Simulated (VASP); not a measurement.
Output of a VASP run:

File OSZICAR:
```
       N       E                     dE             d eps       ncg     rms          rms(c)
DAV:   1     0.218734850490E+03    0.21873E+03   -0.14933E+04  1856   0.121E+03
DAV:   2    -0.106701666883E+00   -0.21884E+03   -0.21397E+03  2108   0.325E+02
DAV:   3    -0.130649272478E+02   -0.12958E+02   -0.12903E+02  2156   0.790E+01
DAV:   4    -0.132010694493E+02   -0.13614E+00   -0.13597E+00  2064   0.763E+00
DAV:   5    -0.132024189270E+02   -0.13495E-02   -0.13491E-02  2092   0.707E-01    0.915E+00
DAV:   6    -0.124772215424E+02    0.72520E+00   -0.16682E+00  2260   0.144E+01    0.709E+00
DAV:   7    -0.124435522026E+02    0.33669E-01   -0.60978E-01  1968   0.451E+00    0.305E+00
DAV:   8    -0.124381290958E+02    0.54231E-02   -0.60478E-02  1968   0.285E+00    0.991E-01
DAV:   9    -0.124379610112E+02    0.16808E-03   -0.36399E-03  2036   0.478E-01    0.212E-01
DAV:  10    -0.124379220495E+02    0.38962E-04   -0.21599E-03  1984   0.547E-01    0.670E-02
DAV:  11    -0.124379920106E+02   -0.69961E-04   -0.57879E-04  1924   0.288E-01    0.634E-02
DAV:  12    -0.124380068751E+02   -0.14864E-04   -0.58115E-05  2060   0.498E-02    0.182E-02
DAV:  13    -0.124379972735E+02    0.96015E-05   -0.28713E-05  2036   0.476E-02    0.664E-03
DAV:  14    -0.124379978087E+02   -0.53514E-06   -0.51575E-06  2032   0.147E-02
   1 F= -.12437998E+02 E0= -.12437998E+02  d E =-.782234E-11  mag=    -0.0000     0.0000    -0.0000
       N       E                     dE             ncg
       N       E                     dE             ncg
       N       E                     dE             ncg
```

### OUTCAR
```
------------------------ aborting loop because EDIFF is reached ----------------------------------------
  FORCE on cell =-STRESS in cart. coord.  units (eV):
  Direction    XX          YY          ZZ          XY          YZ          ZX
  --------------------------------------------------------------------------------------
  Total        0.0300456      0.0300456      0.0315017      0.0000000      0.0000000      0.0000000
  in kB        0.4284924      0.4284923      0.4492589      0.0000000      0.0000000      0.0000000
  external PRESSURE =       0.4354145 kB  Pullay stress =       0.0000000 kB
  volume of cell :      112.34
      direct lattice vectors                 reciprocal lattice vectors
     2.150441357 -3.724673453  0.000000000     0.232510409 -0.134239956  0.000000000
     2.150441357  3.724673453  0.000000000     0.232510409  0.134239956  0.000000000
     0.000000000  0.000000000  7.012970132     0.000000000  0.000000000  0.142592936
  FREE ENERGIE OF THE ION-ELECTRON SYSTEM (eV)
  ---------------------------------------------------
  free  energy   TOTEN  =       -12.4379978087 eV

  energy  without entropy=      -12.4379978087  energy(sigma->0) =      -12.43799781

 Ion:    1  E_soc:     -0.0586901

 Ion:    2  E_soc:     -0.0586901

 Ion:    3  E_soc:     -0.0396062

 Ion:    4  E_soc:     -0.0396062
```
(Selected blocks of OUTCAR.)

POSCAR:
```
CdSe
1
    2.1504413574    -3.7246734532     0.0000000000
    2.1504413574     3.7246734532    -0.0000000000
   -0.0000000000     0.0000000000     7.0129701318
Cd Se
2 2
Direct
  0.6666670000   0.3333330000   0.4999720194
  0.3333330000   0.6666670000   0.9999720194
  0.6666670000   0.3333330000   0.8760279806
  0.3333330000   0.6666670000   0.3760279806
```

Q: Write an INCAR and KPOINTS that could have produced this output.

A: Several could match; the one computed here: the input of the run itself, PBEsol GGA with spin-orbit coupling, plane waves, VASP's PBE PAW potentials (set 64).

**KPOINTS_OPT**
```
k-points along high-symmetry lines
5
Line-mode
Reciprocal
  0.000000   0.000000   0.000000 ! GAMMA
  0.000000   0.500000   0.000000 ! M

  0.000000   0.500000   0.000000 ! M
 -0.333333   0.666667   0.000000 ! K

 -0.333333   0.666667   0.000000 ! K
  0.000000   0.000000   0.000000 ! GAMMA

  0.000000   0.000000   0.000000 ! GAMMA
  0.000000   0.000000   0.500000 ! A

  0.000000   0.000000   0.500000 ! A
  0.000000   0.500000   0.500000 ! L

  0.000000   0.500000   0.500000 ! L
 -0.333333   0.666667   0.500000 ! H

 -0.333333   0.666667   0.500000 ! H
  0.000000   0.000000   0.500000 ! A

  0.000000   0.500000   0.500000 ! L
  0.000000   0.500000   0.000000 ! M

 -0.333333   0.666667   0.500000 ! H
 -0.333333   0.666667   0.000000 ! K
```

File KPOINTS:
```
Automatic mesh
0
Gamma
6 6 3
0 0 0
```

INCAR:
```
ALGO  =  Normal
EDIFF  =  1E-6
ENCUT  =  400
GGA  =  PS
GGA_COMPAT  =  .False.
ISMEAR  =  0
LASPH  =  .True.
LCHARG  =  .False.
LMAXMIX  =  4
LREAL  =  .False.
LSORBIT  =  .True.
LWAVE  =  .False.
MAGMOM  =  12*0
NELM  =  100
PREC  =  Accurate
SIGMA  =  0.05
SYSTEM  =  CdSe
```

POTCAR, in this order: Cd Se (PBE.64 set). Program: vasp_ncl.

The compound is CdSe in the wurtzite structure. It was relaxed first.
